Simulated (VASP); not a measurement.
Data:

```
PbO2
1.0
    5.02650     0.00000     0.00000
    0.00000     5.02650     0.00000
    0.00000     0.00000     3.44474
Pb O
2 4
Cartesian
  0.00000   0.00000   0.00000
  2.51325   2.51325   1.72237
  1.54525   1.54525   0.00000
  4.05850   0.96800   1.72237
  0.96800   4.05850   1.72237
  3.48125   3.48125   0.00000
```

Method: PBE GGA with D3 dispersion (Becke-Johnson damping), VASP's PBE PAW potentials (set 64) (plane waves; VASP). Run with 520 eV cut-off, 5×5×7 Γ-centred mesh, Gaussian smearing of 0.050 eV, potentials Pb_d O.

Task: Estimate the energy per atom (σ→0).

Result: 
```json
{
  "energy per atom (σ→0)": "-5.516 eV/atom"
}
```

The absolute energy has meaning only against runs of the same code, potentials and settings.

The compound is PbO2 in the rutile structure. It was relaxed first.
